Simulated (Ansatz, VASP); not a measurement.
# BiAs in two plane-wave programs, part 2 of 2

One calculation is typed for both programs; each brings its own data sets. How far apart do they land? The cell is generated by rule, not measured, and may not be a known phase. The cell is taken from a series of runs on this material, whose earlier steps may have relaxed, scaled, displaced or heated it; both programs get it as it stands.

VASP 6.6.1 and Ansatz 0.2.0.

So far: The structure; VASP: zone-centre phonons, PBEsol.

The structure was built from a prototype and need not be the compound's stable phase.

## Step 3: Ansatz: zone-centre phonons, PBEsol

Level of this step: Ansatz beside VASP: Kohn-Sham DFT, plane waves, PBEsol (Ansatz).

Ansatz runs on its default PAW (the set named soft_2) files.

The same cell, functional, mesh and smearing now go to Ansatz, which takes its cutoff from its data sets.

input.yaml reads:

```yaml
crystal:
  lattice:
    - [3.6289249598, 0.0, 0.0]
    - [0.0, 3.6289249598, 0.0]
    - [0.0, 0.0, 3.6289249598]
  atoms:
    - { symbol: Bi, position: [0.0, 0.0, 0.0] }
    - { symbol: As, position: [0.5, 0.5, 0.5] }
kpoints:
  mp_grid: { grid: [12, 12, 12] }
hamiltonian:
  xc: pbesol
scf:
  occupations: { method: methfessel_paxton, width: 0.15 }
output:
  eigenvalues: true
phonons:
  method: dfpt
```

On the command line:

```sh
ansatz run input.yaml --threads 4 --pin off --max-ram 7168MiB --backend cpu --events-out ev --progress --plain --runs-dir out
```

Numbers of over 12 decimals in the logs are rounded to 6 here.

The log of the run:

```text
Engine: ansatz 0.2.0, aarch64-unknown-linux-gnu
Pseudopotentials: kind: paw
Pseudopotential: Bi, paw, valence charge 15, recommended cutoff 420 eV (normal), Bi.paw.azcp
Pseudopotential: As, paw, valence charge 15, recommended cutoff 420 eV (normal), As.paw.azcp
Functional definition: PBEsol
  exchange = pbesol_x
  correlation = pbesol_c
Crystal: 2 atoms, lattice volume = 47.790 Å³
Basis set: ecut = 420 eV, 925 PW (Γ), exchange–correlation on 50×50×50 points (8 copies of the dense FFT grid, shifted against one another)
Bands: 19, of which v1, the nominal top of the filled ones, is band 15 counted from 1 (14 counted from 0)
Symmetry: 48 space group operations
k-points: 196 of 1728 (irreducible under 8 space group operations, time reversal used)
Non-local potential: Bi, projectors of the file, l = 0: 2, l = 1: 2, l = 2: 2, l = 3: 2
Non-local potential: As, projectors of the file, l = 0: 2, l = 1: 2, l = 2: 3, l = 3: 1
PAW form: soft (Blöchl's): semilocal exchange-correlation on the pseudo side does not see the compensation charge
PAW frozen core: Bi, regenerated for the run's functional, and the local potential with it (the file was generated under x = pbe(κ = 0.804, μ = 0.219515), c = pbe(β = 0.066725))
PAW frozen core: As, regenerated for the run's functional, and the local potential with it (the file was generated under x = pbe(κ = 0.804, μ = 0.219515), c = pbe(β = 0.066725))
PAW one-centre angular grid: Bi, 590 points (default); XC on 64 Gauss nodes
PAW one-centre angular grid: As, 590 points (default); XC on 64 Gauss nodes
Initial density: superposition of atomic densities (neutral atoms: chi_scale 0, normalization atom), corrected by the library's trained network
Initial wavefunctions: pseudopotential atomic-orbital guess
Functional: x = pbesol(κ = 0.804, μ = 0.123457), c = pbesol(β = 0.046)
SCF iter   1: F=—  HF=-17054.619094 eV  |F-HF|=—  |Δ(HF+E_count)|=         —  Δρ=3.45e-3  dr2=1.21e-2  ethr=1.77e-3  ⟨swp⟩=5.3  Hψ=16195  notcnv=0
preconditioner: auto → Kerker (q_TF=auto, 2.525 Å⁻¹)  [metal: Δε(μ)=0.044 eV  Ē_g=18.259 eV  σ=0.150 eV  W_gap=0.24  n_scr=18 (ndim 8)  ℏωp=24.0 eV  f_vac=0.000  D(μ)=1.64/eV (n_scr^D=18)]
SCF iter   2: F=—  HF=-17054.615628 eV  |F-HF|=—  |Δ(HF+E_count)|=   3.47e-3  S|Δr|=    0.00e0  Δρ=1.78e-3  dr2=2.72e-3  ethr=4.02e-5  ⟨swp⟩=1.6  Hψ=6463  notcnv=0
SCF iter   3: F=—  HF=-17054.615021 eV  |F-HF|=—  |Δ(HF+E_count)|=   6.08e-4  S|Δr|=    0.00e0  Δρ=5.15e-4  dr2=2.24e-4  ethr=9.06e-6  ⟨swp⟩=2.0  Hψ=6664  notcnv=0
SCF iter   4: F=—  HF=-17054.614969 eV  |F-HF|=—  |Δ(HF+E_count)|=   5.22e-5  S|Δr|=    0.00e0  Δρ=2.10e-4  dr2=1.18e-5  ethr=7.47e-7  ⟨swp⟩=2.9  Hψ=6546  notcnv=0
SCF iter   5: F=—  HF=-17054.614964 eV  |F-HF|=—  |Δ(HF+E_count)|=   4.75e-6  S|Δr|=    0.00e0  Δρ=4.43e-5  dr2=6.79e-7  ethr=3.92e-8  ⟨swp⟩=2.1  Hψ=5615  notcnv=0
SCF iter   6: F=—  HF=-17054.614961 eV  |F-HF|=—  |Δ(HF+E_count)|=   3.26e-6  S|Δr|=    0.00e0  Δρ=1.96e-5  dr2=1.32e-7  ethr=2.26e-9  ⟨swp⟩=2.0  Hψ=6665  notcnv=0
SCF iter   7: F=—  HF=-17054.614961 eV  |F-HF|=—  |Δ(HF+E_count)|=   6.46e-9  S|Δr|=    0.00e0  Δρ=5.02e-6  dr2=8.90e-9  ethr=4.41e-10  ⟨swp⟩=2.0  Hψ=5556  notcnv=0
SCF iter   8: F=—  HF=-17054.614961 eV  |F-HF|=—  |Δ(HF+E_count)|=   3.20e-9  S|Δr|=    0.00e0  Δρ=6.13e-7  dr2=1.27e-10  ethr=2.97e-11  ⟨swp⟩=2.0  Hψ=5692  notcnv=0
SCF iter   9: F=-17054.614961 eV  HF=-17054.614961 eV  |F-HF|=7.28e-12  |Δ(HF+E_count)|=  8.37e-11  S|Δr|=    0.00e0  Δρ=7.90e-8  dr2=3.34e-12  ethr=1.00e-12  ⟨swp⟩=6.6  Hψ=17913  notcnv=0
SCF 1 converged in 9 iterations: F = -17054.614961 eV  dr2 = 3.34e-12
  greatest PAW one-centre occupation: 0.999 electrons in one spin orbital (limit 2), on the As atom at site 1 (counted from 0), in its partial waves of l = 2
DFPT response loops at Γ: preconditioner auto → Kerker (q_TF=auto, 2.525 Å⁻¹) (partly filled bands, converged f_vac=0.000); β = 1.00, the filter's whole step (`scf.mixing.beta` (0.50) is not read by the response loops under this deck's `scf.mixing.preconditioner`; to damp them name `kerker` or `kerker_dos`, under which they read `scf.mixing.beta`, and type it under 1.00, their step now; both keys bind the ground state too); Broyden in place of MSR1
SCF converged after 9 iterations
Stability not checked: this state was not tested for a lower state beside it, because cold or Methfessel-Paxton smearing, or corrected tetrahedra, fill the levels in a way that the test cannot read (fill_not_monotonic; see scf.lower_state_search)
Free energy (F): -17054.614961 eV
Harris-Foulkes:  -17054.614961 eV  (|F-HF|=7.28e-12)
Internal energy: -17054.612669 eV  (E = F + TS)
E sigma→0 (E₀):  -17054.614388 eV
Entropy (-TS):   -0.002292 eV (-1.146 meV/atom)
Fermi energy:    12.534364 eV
--- Per-component energies (eV) ---
  E_band       = -269.482798
  E_kinetic    = 405.255505
  E_local      = -2859.452513  (includes V_loc(G=0)·N_el)
  E_nonlocal   = -105.885265
  E_hartree    = 1284.831088
  E_xc         = -229.798248
  E_vxc        = -224.356471  (∫ρ·V_xc dr)
  E_paw        = -12301.495270  (= ΣΔE_a)
  E_vpaw       = -54.705708  (= ΣTr[D̂ρ^β])
  E_aug_tail   = -0.000449  (compensation charges beyond the density's cutoff)
  E_ewald      = -3249.123698
  E_core_change = 1.056181  (= ΣΔE_core)
  E_smearing   = -0.002292  (= −TS)
  E_closure    = 0.000000  (closes the sum)
  Σ components = -17054.614961   (vs F -17054.614961, Δ=0.00e0)
--- Band table (eV; the first three rows and the last of 196) ---
  k-point 0: bands = [... 11 lower, 5.1796, 10.5457, 10.5457, 10.5457, 16.3310, 16.3310, 18.4976, 18.4976]
  k-point 1: bands = [... 11 lower, 4.9952, 10.4533, 10.6304, 10.6304, 16.3927, 16.7427, 18.0634, 18.2518]
  k-point 2: bands = [... 11 lower, 4.4656, 10.3412, 10.8818, 10.8818, 16.5769, 16.6229, 17.5816, 17.5816]
  k-point 195: bands = [... 11 lower, 3.1418, 9.8152, 9.8152, 9.8152, 9.8748, 9.8748, 9.8748, 28.0546]
--- Phonons (Γ-DFPT): 2 representative perturbations + reference, on 196 of 1728 k-points (Σ response iterations 6) ---
  k mesh reduced under 8 symmetry operations, with k and −k counted as one. Each operation leaves every solved perturbation unchanged. A smaller set is not used because it would not reduce the number of displacements times k-points to solve
  ASR residual: 7.972e-5 → 0.000e0 eV/Å²; symmetrization residual: 6.975e-6 eV/Å²
  ASR residual per site (eV/Å²): 7.97e-5 1.54e-5
  Γ frequencies (cm⁻¹): -10.99 -10.99 -10.99 0.00 0.00 0.00
  non-analytic LO–TO correction: not included (Born effective charges unavailable; polar crystals: no LO–TO splitting at Γ)
```

The column dr2 measures how far the density is from self-consistency, as an energy; F and HF (Harris–Foulkes) agree once it is small.

## Step 4: Side by side

Known differences besides the potentials themselves: the data sets hold 30 valence electrons in Ansatz (on its default PAW (the set named soft_2) files) and 20 in VASP; the cutoff is 420 eV in Ansatz and 500 eV in VASP; Ansatz makes its cores anew for this functional, VASP keeps those of its PBE data sets. Total energies have different zeros and are not compared.

The two programs side by side:

```tsv
quantity	Ansatz	VASP	difference
optical mode 1 to 3 (imaginary, printed as negative) (cm⁻¹)	-11.0	7.2	-18.2
```

Modes are paired by rising frequency, not by their patterns, so a pair may set unlike modes beside each other; they are those without the splitting of longitudinal modes.

## Step 5: What the set-up changes

Further runs change the set-up of one program: Ansatz's method, potentials or start, or VASP's data sets, cutoff or form of LDA. The table gives that difference for each run.

```tsv
run	optical mode 1 to 3 (imaginary, printed as negative) (cm⁻¹)
as above	-18
VASP with the data sets Bi_d and As_d and a cutoff of 600 eV	-24
```

## Step 6: Summary of results

```json
{
 "r.m.s. difference of the optical zone-centre modes, each program's sorted by frequency (zone-centre phonons, PBEsol)": "18 cm⁻¹"
}
```

What this shows: The r.m.s. difference of the optical zone-centre modes, each program's sorted by frequency is 18 cm⁻¹ (zone-centre phonons, PBEsol). The data sets hold unlike numbers of valence electrons (30 in Ansatz and 20 in VASP), so part of the differences comes from the potentials. Zone-centre phonons, PBEsol, VASP with the data sets Bi_d and As_d and a cutoff of 600 eV: the difference in optical mode 1 to 3 (imaginary, printed as negative) goes from -18 to -24 cm⁻¹. Such differences can come from data sets, numerical settings and the points named under the comparisons, not from the functional's error against experiment.

[Lines on the potential files, build, host, timing and source positions are cut from VASP's logs without a mark.]

[Logs are printed without paths, hosts, clocks, repeated set-up lines and the standing remarks that a program may print on its own settings, such as how far it seeks lower states.]

[Hosts, paths, dates, database ids (printed as entryN), source tags and the programs' standing remarks are cut or masked in the printed files.]
